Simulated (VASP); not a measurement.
All values below come from PBE GGA, VASP's PBE PAW potentials (set 64) (plane waves; VASP 6.6.1).

VASP input:

**POSCAR**
```
In
1.0
 -1.5784205476   1.5784205476   2.4770510866
  1.5784205476  -1.5784205476   2.4770510866
  1.5784205476   1.5784205476  -2.4770510866
In
1
Direct
  0.0000000000   0.0000000000   0.0000000000
```

### KPOINTS
```
Automatic mesh
0
Gamma
16 16 16
0 0 0
```

### INCAR
```
! general
SYSTEM  = In
PREC    = Accurate
ENCUT   = 500
LREAL   = F
LASPH   = T

! electronic loop
EDIFF   = 1E-6
NELM    = 100
ALGO    = Normal
LMAXMIX = 4

! smearing
ISMEAR  = 1
SIGMA   = 0.1

! functional
GGA     = PE

! ions
IBRION  = 2
NSW     = 40
ISIF    = 3
EDIFFG  = -0.02
PSTRESS = 50

! output
LWAVE   = F
LCHARG  = F
```

POTCAR, in this order: In_d (PBE.64 set). Program: vasp_std.

Output

### OUTCAR
```
 ion  position               nearest neighbor table
   1  0.000  0.000  0.000-
  LATTYP: Found a body centered tetragonal cell.
 ALAT       =     3.1568410952
 C/A-ratio  =     1.5693226310
 Subroutine PRICEL returns:
 Original cell was already a primitive cell.
 Subroutine GETGRP returns: Found 16 space group operations
The static configuration has the point symmetry D_4h.
The dynamic configuration has the point symmetry D_4h.
 Subroutine INISYM returns: Found 16 space group operations
 Subroutine IBZKPT returns following result:
 Found    349 irreducible k-points:

 Following reciprocal coordinates:
            Coordinates               Weight
  0.000000  0.000000  0.000000      1.000000
  0.062500  0.000000  0.000000      8.000000
  0.125000  0.000000  0.000000      8.000000
  0.187500  0.000000 -0.000000      8.000000
  0.250000  0.000000  0.000000      8.000000
  0.312500  0.000000  0.000000      8.000000
  0.375000  0.000000 -0.000000      8.000000
  0.437500  0.000000 -0.000000      8.000000
  0.500000  0.000000  0.000000      4.000000
...
```

### OSZICAR
```
       N       E                     dE             d eps       ncg     rms          rms(c)
DAV:   1     0.685460128170E+02    0.68546E+02   -0.63716E+03  7036   0.163E+03
DAV:   2    -0.188046882749E-02   -0.68548E+02   -0.67521E+02  7100   0.285E+02
DAV:   3    -0.249866222069E+01   -0.24968E+01   -0.24869E+01  8170   0.631E+01
DAV:   4    -0.255238329523E+01   -0.53721E-01   -0.53707E-01  8978   0.922E+00
DAV:   5    -0.255450415024E+01   -0.21209E-02   -0.21208E-02  8614   0.148E+00    0.261E+00
DAV:   6    -0.252768834992E+01    0.26816E-01   -0.49933E-02  8020   0.512E+00    0.129E+00
DAV:   7    -0.252218103913E+01    0.55073E-02   -0.15672E-02  8354   0.268E+00    0.285E-01
DAV:   8    -0.252179786337E+01    0.38318E-03   -0.90074E-04  8542   0.598E-01    0.358E-02
DAV:   9    -0.252180325411E+01   -0.53907E-05   -0.14510E-05  9598   0.561E-02    0.155E-02
DAV:  10    -0.252180388836E+01   -0.63425E-06   -0.13128E-06  5332   0.178E-02
   1 F= -.17514331E+01 E0= -.17515693E+01  d E =-.175143E+01
```

File OUTCAR:
```
------------------------ aborting loop because EDIFF is reached ----------------------------------------
  FORCE on cell =-STRESS in cart. coord.  units (eV):
  Direction    XX          YY          ZZ          XY          YZ          ZX
  --------------------------------------------------------------------------------------
  Total        0.7599094      0.7599094      0.7702466      0.0000000     -0.0000000      0.0000000
  in kB       49.3210140     49.3210140     49.9919344      0.0000000     -0.0000000      0.0000000
  external PRESSURE =      -0.4553459 kB  Pullay stress =      50.0000000 kB
  volume of cell :       24.69
      direct lattice vectors                 reciprocal lattice vectors
    -1.578420548  1.578420548  2.477051087     0.000000000  0.316772359  0.201852922
     1.578420548 -1.578420548  2.477051087     0.316772359  0.000000000  0.201852922
     1.578420548  1.578420548 -2.477051087     0.316772359  0.316772359  0.000000000
 POSITION                                       TOTAL-FORCE (eV/Angst)
 -----------------------------------------------------------------------------------
      0.00000      0.00000      0.00000        -0.000000      0.000000     -0.000000
 -----------------------------------------------------------------------------------
    total drift:                                0.000000      0.000000     -0.000000
  FREE ENERGIE OF THE ION-ELECTRON SYSTEM (eV)
  ---------------------------------------------------
  free  energy   TOTEN  =        -2.5218038884 eV

  energy  without entropy=       -2.5222126704  energy(sigma->0) =       -2.52194015
  enthalpy is  TOTEN    =        -1.7514330608 eV   P V=        0.7703708275

 reached required accuracy - stopping structural energy minimisation
```
(Selected blocks of OUTCAR.)

OUTCAR:
```
 val. band max:        8.1988296201   @ k =  -0.3750   0.0625   0.0000

 cond. band min:       8.2642813768   @ k =   0.2500   0.2500   0.1875


 Fermi energy:         8.2248609347

 k-point     1 :       0.0000    0.0000    0.0000
  band No.  band energies     occupation
      1      -6.6241      2.00000
      2      -6.4453      2.00000
      3      -6.4453      2.00000
      4      -6.3974      2.00000
      5      -6.2258      2.00000
      6      -1.7554      2.00000
      7      19.2780      0.00000
      8      19.2780      0.00000
      9      19.5354      0.00000
     10      19.9586      0.00000

 k-point     2 :       0.0625    0.0000    0.0000
  band No.  band energies     occupation
      1      -6.6156      2.00000
      2      -6.4471      2.00000
      3      -6.4383      2.00000
      4      -6.3951      2.00000
      5      -6.2296      2.00000
      6      -1.6656      2.00000
      7      18.1310      0.00000
      8      19.1754      0.00000
      9      19.1803      0.00000
     10      19.8718      0.00000

 k-point     3 :       0.1250    0.0000    0.0000
  band No.  band energies     occupation
      1      -6.5955      2.00000
      2      -6.4566      2.00000
      3      -6.4202      2.00000
      4      -6.3810      2.00000
      5      -6.2388      2.00000
      6      -1.3942      2.00000
      7      15.9561      0.00000
      8      18.5276      0.00000
      9      18.9518      0.00000
     10      19.8771      0.00000

 k-point     4 :       0.1875    0.0000   -0.0000
  band No.  band energies     occupation
      1      -6.5764      2.00000
      2      -6.4769      2.00000
      3      -6.3993      2.00000
      4      -6.3445      2.00000
      5      -6.2460      2.00000
      6      -0.9367      2.00000
      7      13.7087      0.00000
      8      17.7956      0.00000
      9      18.6972      0.00000
     10      19.8887      0.00000

 k-point     5 :       0.2500    0.0000    0.0000
...
```

Unless said otherwise, spin-orbit coupling is left out, though it shifts the bands of the heavy elements here.

The compound is In in the bct structure. It was relaxed first under an external pressure of 5 GPa.
